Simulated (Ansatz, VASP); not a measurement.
# CeC: VASP beside Ansatz, part 2 of 2

Wanted: the spread between two codes on one cell, functional and k mesh. The cell is taken from a series of runs on this material, whose earlier steps may have relaxed, scaled, displaced or heated it; both programs get it as it stands.

VASP 6.6.1 and Ansatz 0.2.0.

So far: Set-up; Ansatz: relaxation of cell and atoms, PBEsol.

### Step 3. VASP: relaxation of cell and atoms, PBEsol

Level of this step: PBEsol, no spin polarisation; plane waves and PAW (Ce, C) (VASP).

The same cell, functional, mesh and smearing now go to VASP, with its own data sets.

Lines of VASP's logs that name or quote its potential files are left out, and so is its time.

The input, INCAR:

```
SYSTEM = CeC
PREC = Accurate
ENCUT = 600
EDIFF = 1E-07
NELM = 200
ISMEAR = 1
SIGMA = 0.2
LREAL = .FALSE.
ALGO = Normal
GGA = PS
NBANDS = 22
LASPH = .TRUE.
LORBIT = 11
LWAVE = .FALSE.
LCHARG = .FALSE.
ISIF = 3
IBRION = 2
NSW = 80
EDIFFG = -0.005
GGA_COMPAT = .FALSE.
NELMIN = 4
LMAXMIX = 6
KPAR = 2
```

The input, POSCAR:

```
CeC
1.0
    3.5764500000      0.0000000000      0.0000000000
    0.0000000000      3.5764500000      0.0000000000
    0.0000000000      0.0000000000      5.2803660000
Ce C
2 2
Direct
    0.0000000000      0.5000000000      0.2457198990
    0.5000000000      0.0000000000      0.7542801010
    0.0000000000      0.5000000000      0.7819876501
    0.5000000000      0.0000000000      0.2180123499
```

The input, KPOINTS:

```
Automatic mesh
0
Gamma
12 12 8
0 0 0
```

Potentials, in the order of the species: Ce and C (PBE family, release 64).

The run is started by

```console
> mpirun -np 2 vasp_std
```

Numbers of over 12 decimals in the logs are rounded to 6 here.

Output:

```text
[banner, memory and clock lines left out]
running    2 mpi-ranks, on    1 nodes
 distrk:  each k-point on    1 cores,    2 groups
 distr:  one band on    1 cores,    1 groups

 POSCAR found type information on POSCAR CeC
 POSCAR found :  2 types and       4 ions
|                                                                             |
|               ----> ADVICE to this user running VASP <----                  |
|                                                                             |
|     You enforced a specific xc type in the INCAR file but a different       |
|     [... a line on the potential file left out ...]
|     I HOPE YOU KNOW WHAT YOU ARE DOING!                                     |
|                                                                             |

 LDA part: xc-table for (Slater+PW92), standard interpolation
 POSCAR, INCAR and KPOINTS ok, starting setup
 FFT: planning ... GRIDC
 FFT: planning ... GRID_SOFT
 FFT: planning ... GRID
 WAVECAR not read
 entering main loop
       N       E                     dE             d eps       ncg     rms          rms(c)
DAV:   1     0.325681314639E+03    0.32568E+03   -0.14366E+04  6160   0.201E+03
DAV:   2     0.166989805298E+02   -0.30898E+03   -0.29887E+03  9208   0.341E+02
DAV:   3    -0.365430415437E+02   -0.53242E+02   -0.52009E+02  9696   0.163E+02
DAV:   4    -0.394358921184E+02   -0.28929E+01   -0.26949E+01 11054   0.304E+01
DAV:   5    -0.396743359350E+02   -0.23844E+00   -0.23426E+00  9584   0.101E+01    0.262E+01
DAV:   6    -0.391302955356E+02    0.54404E+00   -0.14590E+02  8256   0.535E+01    0.301E+01
DAV:   7    -0.352886570734E+02    0.38416E+01   -0.20376E+02 10610   0.892E+01    0.155E+01
DAV:   8    -0.344003292312E+02    0.88833E+00   -0.66627E+00  9084   0.199E+01    0.109E+01
DAV:   9    -0.327101737497E+02    0.16902E+01   -0.55144E+00  8346   0.153E+01    0.304E+00
DAV:  10    -0.326741574971E+02    0.36016E-01   -0.57062E-01 12264   0.422E+00    0.201E+00
DAV:  11    -0.326496379245E+02    0.24520E-01   -0.60395E-02  8928   0.174E+00    0.187E+00
DAV:  12    -0.325914096183E+02    0.58228E-01   -0.80587E-01  8870   0.643E+00    0.173E+00
DAV:  13    -0.326001227722E+02   -0.87132E-02   -0.10697E-01 11544   0.162E+00    0.983E-01
DAV:  14    -0.325818316348E+02    0.18291E-01   -0.78879E-02  8798   0.218E+00    0.414E-01
DAV:  15    -0.325818105695E+02    0.21065E-04   -0.98151E-03 11648   0.524E-01    0.169E-01
DAV:  16    -0.325816131788E+02    0.19739E-03   -0.74480E-03 10882   0.516E-01    0.145E-01
DAV:  17    -0.325816069304E+02    0.62484E-05   -0.37722E-04 10304   0.113E-01    0.679E-02
DAV:  18    -0.325815228341E+02    0.84096E-04   -0.19604E-04 10642   0.108E-01    0.345E-02
DAV:  19    -0.325815009022E+02    0.21932E-04   -0.10436E-04  9496   0.712E-02    0.165E-02
DAV:  20    -0.325814995873E+02    0.13149E-05   -0.20155E-05 10850   0.297E-02    0.431E-03
DAV:  21    -0.325814995631E+02    0.24218E-07   -0.16308E-06 10848   0.661E-03    0.346E-03
DAV:  22    -0.325814998342E+02   -0.27108E-06   -0.76619E-07  8110   0.653E-03    0.140E-03
DAV:  23    -0.325814999088E+02   -0.74595E-07   -0.37927E-08  4760   0.239E-03
   1 F= -.32581500E+02 E0= -.32586414E+02  d E =-.325815E+02
 curvature:   0.00 expect dE= 0.000E+00 dE for cont linesearch  0.000E+00
 trial: gam= 0.00000 g(F)=  0.186E-04 g(S)=  0.114E-04 ort = 0.000E+00 (trialstep = 0.100E+01)
 search vector abs. value=  0.300E-04
 bond charge predicted
       N       E                     dE             d eps       ncg     rms          rms(c)
DAV:   1    -0.325816890504E+02   -0.18922E-03   -0.69110E-03 10124   0.721E-01    0.148E-01
DAV:   2    -0.325819999922E+02   -0.31094E-03   -0.85119E-03  8548   0.623E-01    0.210E-01
DAV:   3    -0.325815131128E+02    0.48688E-03   -0.41562E-03  8826   0.405E-01    0.235E-02
DAV:   4    -0.325815125157E+02    0.59712E-06   -0.66592E-05 10446   0.571E-02    0.129E-02
DAV:   5    -0.325815111326E+02    0.13831E-05   -0.10133E-05  9202   0.198E-02    0.500E-03
DAV:   6    -0.325815110263E+02    0.10628E-06   -0.24236E-06 12198   0.792E-03    0.388E-03
DAV:   7    -0.325815109643E+02    0.62034E-07   -0.16389E-07  5498   0.307E-03
   2 F= -.32581511E+02 E0= -.32586433E+02  d E =-.110555E-04
 trial-energy change:   -0.000011  1 .order   -0.000013   -0.000030    0.000004
 step:   0.8316(harm=  0.8763)  dis= 0.00055  next Energy=   -32.581511 (dE=-0.114E-04)
 reached required accuracy - stopping structural energy minimisation
```

Parts of OUTCAR (step 3):

```text
ion  position               nearest neighbor table
   1  0.000  0.500  0.246-   3 2.45   4 2.53   4 2.53   4 2.53   4 2.53
   2  0.500  0.000  0.754-   4 2.45   3 2.53   3 2.53   3 2.53   3 2.53
   3  0.000  0.500  0.782-   1 2.45   2 2.53   2 2.53   2 2.53   2 2.53
   4  0.500  0.000  0.218-   2 2.45   1 2.53   1 2.53   1 2.53   1 2.53

  LATTYP: Found a simple tetragonal cell.
 ALAT       =     3.5764500000
 C/A-ratio  =     1.4764266242

 Subroutine GETGRP returns: Found 16 space group operations
 (whereof  8 operations were pure point group operations)

The static configuration has the point symmetry D_2d.
 The point group associated with its full space group is D_4h.

 Found    140 irreducible k-points:

   k-points           NKPTS =    140   k-points in BZ     NKDIM =    140   number of bands    NBANDS=     22

   dimension x,y,z NGX =    30 NGY =   30 NGZ =   42
   dimension x,y,z NGXF=    60 NGYF=   60 NGZF=   84

   ENCUT  =  600.0 eV  44.10 Ry    6.64 a.u.   7.14  7.14 10.55*2*pi/ulx,y,z

   NELECT =      32.0000    total number of electrons

 k-points in reciprocal lattice and weights: Automatic mesh
   0.00000000  0.00000000  0.00000000       0.001
   0.08333333  0.00000000  0.00000000       0.003
   0.16666667  0.00000000  0.00000000       0.003
   0.25000000  0.00000000  0.00000000       0.003
   0.33333333  0.00000000  0.00000000       0.003
   0.41666667  0.00000000  0.00000000       0.003
   0.50000000  0.00000000  0.00000000       0.002
   0.08333333  0.08333333  0.00000000       0.003
   0.16666667  0.08333333  0.00000000       0.007
[...]
0.50000000  0.41666667  0.50000000       0.003
   0.50000000  0.50000000  0.50000000       0.001

 average (electrostatic) potential at core
       1 -75.8598       2 -75.8598       3 -45.8058       4 -45.8058

 E-fermi :   7.6533

 k-point     1 :       0.0000    0.0000    0.0000
  band No.  band energies     occupation
    ...
     12       6.9384      2.00001
     13       7.0471      2.00016
     14       7.0471      2.00016
     15       7.3380      2.04833
     16       7.3380      2.04833
     17       7.9841     -0.04117
     18       7.9875     -0.03964
     19       8.3851     -0.00000
     20       8.4928     -0.00000
     21       8.4933     -0.00000
    ...

 k-point     2 :       0.0833    0.0000    0.0000
  band No.  band energies     occupation
    ...
     12       6.9203      2.00000
     13       6.9447      2.00001
     14       6.9665      2.00001
     15       7.2742      2.02209
     16       7.3747      2.06406
     17       7.9293     -0.06495
     18       7.9696     -0.04785
     19       8.3820     -0.00000
     20       8.4851     -0.00000
     21       8.4926     -0.00000
    ...

 k-point     3 :       0.1667    0.0000    0.0000
  band No.  band energies     occupation
    ...
     12       6.5892      2.00000
     13       6.7329      2.00000
     14       6.9394      2.00001
     15       7.0717      2.00031
     16       7.5965      1.45996
     17       7.7623      0.21216
     18       7.9401     -0.06094
     19       8.3739     -0.00000
     20       8.4576     -0.00000
     21       8.5040     -0.00000
    ...

  Total       -0.0176547     -0.0176547     -0.0078448      0.0000000      0.0000000      0.0000000
  in kB       -0.4185600     -0.4185600     -0.1859866      0.0000000      0.0000000      0.0000000
  external PRESSURE =      -0.3410355 kB  Pullay stress =       0.0000000 kB

  energy-cutoff  :      600.00
  volume of cell :       67.58
      direct lattice vectors                 reciprocal lattice vectors
     3.576859611  0.000000000  0.000000000     0.279574853  0.000000000  0.000000000
     0.000000000  3.576859611  0.000000000     0.000000000  0.279574853  0.000000000
     0.000000000 -0.000000000  5.282127977     0.000000000 -0.000000000  0.189317639

 POSITION                                       TOTAL-FORCE (eV/Angst)
 -----------------------------------------------------------------------------------
      0.00000      1.78843      1.29858         0.000000     -0.000000      0.001476
      1.78843      3.57686      3.98354         0.000000      0.000000     -0.001476
      0.00000      1.78843      4.13045         0.000000      0.000000     -0.002191
      1.78843      3.57686      1.15168         0.000000     -0.000000      0.002191
 -----------------------------------------------------------------------------------
    total drift:                                0.000000      0.000000      0.000000

  FREE ENERGIE OF THE ION-ELECTRON SYSTEM (eV)
  ---------------------------------------------------
  free  energy   TOTEN  =       -32.5815109643 eV

  energy  without entropy=      -32.5962767931  energy(sigma->0) =      -32.58643291

 reached required accuracy - stopping structural energy minimisation

 total charge
# of ion       s       p       d       f       tot
--------------------------------------------------
    1        2.039   5.713   1.094   0.875   9.721
    2        2.039   5.713   1.094   0.875   9.721
    3        0.909   1.368   0.000   0.000   2.278
    4        0.909   1.368   0.000   0.000   2.278
--------------------------------------------------
tot          5.898  14.162   2.187   1.751  23.998

[... 3 further parts left out ...]
```

This run has no spin polarisation, so a moment on Ce, if there is one, isn't seen. Without U or exact exchange, f electrons of an open shell come out too delocalised.

### Step 4. Differences

Known differences besides the potentials themselves: the cutoff is 420 eV in Ansatz and 600 eV in VASP; Ansatz makes its cores anew for this functional, VASP keeps those of its PBE data sets; Ansatz adds a Pulay correction to the stress that steers its cell, VASP none. Total energies have different zeros and are not compared.

The two programs side by side:

```tsv
quantity	Ansatz	VASP	difference
volume (Å³)	67.54	67.58	-0.06 %
edge a after relaxation, in the typed setting (Å)	3.576	3.577	-0.01 %
edge c after relaxation, in the typed setting (Å)	5.280	5.282	-0.03 %
```

### Step 5. What came out

- difference in volume (relaxation of cell and atoms, PBEsol): -0.056 %

In words: The difference in volume is -0.056 % (relaxation of cell and atoms, PBEsol), within the 1.2 % picked in this series as the mark of a large difference, as far as the stopping tolerances let one tell. 2 further runs of this series are not shown here. Such differences can come from data sets, numerical settings and the points named under the comparisons, not from the functional's error against experiment.

[Lines on the potential files, build, host, timing and source positions are cut from VASP's logs without a mark.]

[Logs are printed without paths, hosts, clocks, repeated set-up lines and the standing remarks that a program may print on its own settings, such as how far it seeks lower states.]

[Hosts, paths, dates, database ids (printed as entryN), source tags and the programs' standing remarks are cut or masked in the printed files.]
